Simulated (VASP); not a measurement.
All values below come from PBEsol GGA, VASP's PBE PAW potentials (set 64) (plane waves; VASP).

VASP ran on this input.

### POSCAR
```
AlP(110) slab
1.0
  5.4711547320   0.0000000000   0.0000000000
  0.0000000000   3.8686905866   0.0000000000
  0.0000000000   0.0000000000  26.6367166277
Al P
6 6
direct
  0.9414184250   0.0000000000   0.6642651447
  0.5195646666   0.5000000000   0.6128445311
  0.0164345596   0.0000000000   0.5347856796
  0.5164345596   0.5000000000   0.4652143204
  0.0195646666   0.0000000000   0.3871554689
  0.4414184250   0.5000000000   0.3357348553
  0.2689215802   0.0000000000   0.6080120574
  0.7399907259   0.5000000000   0.6890846174
  0.2636700427   0.0000000000   0.4620053833
  0.7636700427   0.5000000000   0.5379946167
  0.2399907259   0.0000000000   0.3109153826
  0.7689215802   0.5000000000   0.3919879426
```

**KPOINTS**
```
Automatic mesh
0
Gamma
4 5 1
0 0 0
```

### INCAR
```
SYSTEM=AlP(110) slab
PREC=Normal; ENCUT=400; LREAL=.False.
LASPH=.True.
EDIFF=1E-6; NELM=100; NELMIN=4
ALGO=Normal
ISMEAR=0; SIGMA=0.05
GGA=PS
LWAVE=.False.; LCHARG=.False.; LORBIT=11
LVHAR=.True.
DIPOL=0.5 0.5 0.5
LDIPOL=.True.; IDIPOL=3
```

POTCAR, in this order: Al P (PBE.64 set). Program: vasp_std. Read from the step before: WAVECAR.

The run wrote:

**OUTCAR**
```
 ion  position               nearest neighbor table
   1  0.941  0.000  0.664-   8 2.32   8 2.32   7 2.34   2 3.31   2 3.31
   2  0.520  0.500  0.613-   8 2.36   7 2.37   7 2.37  10 2.40   1 3.31   1 3.31
   3  0.016  0.000  0.535-   9 2.36  10 2.38  10 2.38   7 2.39
   4  0.516  0.500  0.465-  10 2.36   9 2.38   9 2.38  12 2.39
   5  0.020  0.000  0.387-  11 2.36  12 2.37  12 2.37   9 2.40   6 3.31   6 3.31
   6  0.441  0.500  0.336-  11 2.32  11 2.32  12 2.34   5 3.31   5 3.31
   7  0.269  0.000  0.608-   1 2.34   2 2.37   2 2.37   3 2.39
   8  0.740  0.500  0.689-   1 2.32   1 2.32   2 2.36
   9  0.264  0.000  0.462-   3 2.36   4 2.38   4 2.38   5 2.40
  10  0.764  0.500  0.538-   4 2.36   3 2.38   3 2.38   2 2.40
  11  0.240  0.000  0.311-   6 2.32   6 2.32   5 2.36
  12  0.769  0.500  0.392-   6 2.34   5 2.37   5 2.37   4 2.39
  LATTYP: Found a simple orthorhombic cell.
 ALAT       =     3.8686905866
 B/A-ratio  =     1.4142135716
 C/A-ratio  =     6.8852021198
 Subroutine PRICEL returns:
 Original cell was already a primitive cell.
 Subroutine GETGRP returns: Found  4 space group operations
The static configuration has the point symmetry C_1h.
 The point group associated with its full space group is C_2v.
The dynamic configuration has the point symmetry C_1h.
 Subroutine INISYM returns: Found  4 space group operations
 Subroutine IBZKPT returns following result:
 Found      9 irreducible k-points:

 Following reciprocal coordinates:
            Coordinates               Weight
  0.000000  0.000000  0.000000      1.000000
  0.250000  0.000000  0.000000      2.000000
  0.500000  0.000000  0.000000      1.000000
  0.000000  0.200000  0.000000      2.000000
  0.250000  0.200000  0.000000      4.000000
  0.500000  0.200000  0.000000      2.000000
  0.000000  0.400000  0.000000      2.000000
  0.250000  0.400000  0.000000      4.000000
  0.500000  0.400000  0.000000      2.000000
   k-points           NKPTS =      9   k-points in BZ     NKDIM =      9   number of bands    NBANDS=     31
   number of dos      NEDOS =    301   number of ions     NIONS =     12
   total plane-waves  NPLWV =  78400
   dimension x,y,z NGX =    28 NGY =   20 NGZ =  140
   dimension x,y,z NGXF=    56 NGYF=   40 NGZF=  280
   ions per type =               6   6
   PREC   = normal    normal or accurate (medium, high low for compatibility)
   ISTART =      1    job   : 0-new  1-cont  2-samecut
   ICHARG =      0    charge: 1-file 2-atom 10-const
   ISPIN  =      1    spin polarized calculation?
   LNONCOLLINEAR =      F non collinear calculations
   LSORBIT =      F    spin-orbit coupling
   INIWAV =      1    electr: 0-lowe 1-rand  2-diag
   ENCUT  =  400.0 eV  29.40 Ry    5.42 a.u.   8.92  6.31 43.44*2*pi/ulx,y,z
   NELM   =    100;   NELMIN=  4; NELMDL=  0     # of ELM steps
   EDIFF  = 0.1E-05   stopping-criterion for ELM
   LREAL  =      F    real-space projection
   NLSPLINE    = F    spline interpolate recip. space projectors
   LMAXMIX     =    2 max onsite mixed and CHGCAR
   VOSKOWN=      0    Vosko Wilk Nusair interpolation
   EDIFFG = 0.1E-04   stopping-criterion for IOM
   NSW    =      0    number of steps for IOM
   NBLOCK =      1;   KBLOCK =      1    inner block; outer block
   IBRION =     -1    ionic relax: 0-MD 1-quasi-New 2-CG
   NFREE  =      0    steps in history (QN), initial steepest desc. (CG)
   ISIF   =      2    stress and relaxation
   ISYM   =      2    0-nonsym 1-usesym 2-fastsym
   TEIN   =    0.0    initial temperature
   TEBEG  =    0.0;   TEEND  =   0.0 temperature during run
   SMASS  =  -3.00    Nose mass-parameter (am)
   PSTRESS=    0.0 pullay stress
   NELECT =      48.0000    total number of electrons
   EFERMI =   0.00;   METHOD = LEGACY
   ISMEAR =     0;   SIGMA  =   0.05  broadening in eV -4-tet -1-fermi 0-gaus
   IALGO  =     38    algorithm
   LDIAG  =      T    sub-space diagonalisation (order eigenvalues)
   IMIX   =      4    mixing-type and parameters
...
```

### OSZICAR
```
       N       E                     dE             d eps       ncg     rms          rms(c)
DAV:   1    -0.633312065524E+02   -0.63331E+02   -0.44713E-05   666   0.257E-02    0.711E-03
DAV:   2    -0.633312026537E+02    0.38987E-05   -0.14996E-05   649   0.188E-02    0.676E-03
DAV:   3    -0.633312024707E+02    0.18295E-06   -0.37327E-06   605   0.673E-03    0.492E-03
DAV:   4    -0.633312025396E+02   -0.68895E-07   -0.34675E-07   342   0.332E-03
   1 F= -.63331203E+02 E0= -.63331203E+02  d E =-.180959E-11
```

**OUTCAR**
```
------------------------ aborting loop because EDIFF is reached ----------------------------------------
  FORCE on cell =-STRESS in cart. coord.  units (eV):
  Direction    XX          YY          ZZ          XY          YZ          ZX
  --------------------------------------------------------------------------------------
  Total       -1.4218239     -2.3991166     -0.3750161      0.0000000      0.0000000      0.0000000
  in kB       -4.0404777     -6.8177059     -1.0657045      0.0000000      0.0000000      0.0000000
  external PRESSURE =      -3.9746294 kB  Pullay stress =       0.0000000 kB
  volume of cell :      563.80
      direct lattice vectors                 reciprocal lattice vectors
     5.471154732  0.000000000  0.000000000     0.182776772  0.000000000  0.000000000
     0.000000000  3.868690587  0.000000000     0.000000000  0.258485391  0.000000000
     0.000000000  0.000000000 26.636716628     0.000000000  0.000000000  0.037542165
 POSITION                                       TOTAL-FORCE (eV/Angst)
 -----------------------------------------------------------------------------------
      5.15065      0.00000     17.69384         0.005087      0.000000     -0.020892
      2.84262      1.93435     16.32417        -0.011733      0.000000     -0.009569
      0.08992      0.00000     14.24493        -0.003373      0.000000      0.011003
      2.82549      1.93435     12.39178        -0.003373      0.000000     -0.011003
      0.10704      0.00000     10.31255        -0.011733      0.000000      0.009569
      2.41507      1.93435      8.94287         0.005087      0.000000      0.020892
      1.47131      0.00000     16.19544         0.002146      0.000000      0.013147
      4.04860      1.93435     18.35495         0.007291      0.000000     -0.019584
      1.44258      0.00000     12.30631         0.000582      0.000000      0.000366
      4.17816      1.93435     14.33041         0.000582      0.000000     -0.000366
      1.31303      0.00000      8.28176         0.007291      0.000000      0.019584
      4.20689      1.93435     10.44127         0.002146      0.000000     -0.013147
 -----------------------------------------------------------------------------------
    total drift:                                0.000757     -0.000000     -0.000000
  FREE ENERGIE OF THE ION-ELECTRON SYSTEM (eV)
  ---------------------------------------------------
  free  energy   TOTEN  =       -63.3312025396 eV

  energy  without entropy=      -63.3312025396  energy(sigma->0) =      -63.33120254

 total charge

# of ion       s       p       d       tot
------------------------------------------
    1        0.428   0.346   0.000   0.774
    2        0.391   0.379   0.000   0.770
    3        0.394   0.380   0.000   0.774
    4        0.394   0.380   0.000   0.774
    5        0.391   0.379   0.000   0.770
    6        0.428   0.346   0.000   0.774
    7        1.012   1.573   0.000   2.585
    8        1.049   1.487   0.000   2.537
    9        1.010   1.568   0.000   2.579
   10        1.010   1.568   0.000   2.579
   11        1.049   1.487   0.000   2.537
   12        1.012   1.573   0.000   2.585
--------------------------------------------------
tot          8.571  11.467   0.000  20.037
```
(Selected blocks of OUTCAR.)

The cell is a thin slab with vacuum, built from AlP (zinc blende): (110) face.
